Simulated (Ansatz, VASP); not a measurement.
## Two plane-wave programs on NaAl3

Contents of INCAR:

```
ALGO     = Normal         # electronic algorithm
EDIFF    = 1E-6           # SCF threshold, eV
ENCUT    = 520            # plane-wave cutoff, eV
GGA      = PE             # functional
ISIF     = 2              # what is computed and relaxed
ISMEAR   = 0              # smearing method
LASPH    = True           # aspherical terms in the spheres
LCHARG   = False          # write CHGCAR
LREAL    = False          # projectors in reciprocal space
LWAVE    = False          # write WAVECAR
NBANDS   = 16             # bands
NELM     = 100            # most SCF steps
PREC     = Accurate       # precision mode
SIGMA    = 0.1            # smearing width, eV
```

File KPOINTS:

```
k-points
0
Gamma
  14 14 14
```

File POSCAR:

```
NaAl3
1.0
   -2.2918346424      2.2918346424      3.9308116435
    2.2918346424     -2.2918346424      3.9308116435
    2.2918346424      2.2918346424     -3.9308116435
Na Al
1 3
Direct
    0.0000000000      0.0000000000      0.0000000000
    0.7500000000      0.2500000000      0.5000000000
    0.2500000000      0.7500000000      0.5000000000
    0.5000000000      0.5000000000      0.0000000000
```

Input for Ansatz:

```yaml
crystal:
  lattice:
    - [-2.2918346424, 2.2918346424, 3.9308116435]
    - [2.2918346424, -2.2918346424, 3.9308116435]
    - [2.2918346424, 2.2918346424, -3.9308116435]
  atoms:
    - { symbol: Na, position: [0.0, 0.0, 0.0] }
    - { symbol: Al, position: [0.75, 0.25, 0.5] }
    - { symbol: Al, position: [0.25, 0.75, 0.5] }
    - { symbol: Al, position: [0.5, 0.5, 0.0] }
basis:
  ecutwfc: 420
kpoints:
  mp_grid: { grid: [14, 14, 14] }
hamiltonian:
  xc: pbe
scf:
  occupations: { method: gaussian, width: 0.1 }
output:
  forces: true
  stress: true
  eigenvalues: true
  populations: true
```

Alike in both runs: task single point; functional PBE; k mesh 14 × 14 × 14; occupations gaussian, width 0.1 eV; no spin polarisation.

|  | VASP | Ansatz |
| --- | --- | --- |
| version | VASP 6.6.1 | Ansatz 0.2.0 |
| potentials or method | VASP PAW PBE potentials, release 64 (Na_pv, Al) | scalar-relativistic, plane waves, PAW |
| plane-wave cutoff (eV) | 520 | 420 |
| valence electrons in the cell | 16 | 18 |

|  | VASP | Ansatz | Ansatz less VASP |
| --- | --- | --- | --- |
| gap on the k mesh at the Fermi level (eV) | none | none | - |
| pressure (GPa) | -3.1 | -3.1 | -0.02 |
| largest component of the traceless stress (GPa) | 1.06 | 1.06 | +0.002 |

A gap of «none» marks a metal or a gap that the smearing closes. The two sets of potentials don't hold the same shells in valence.
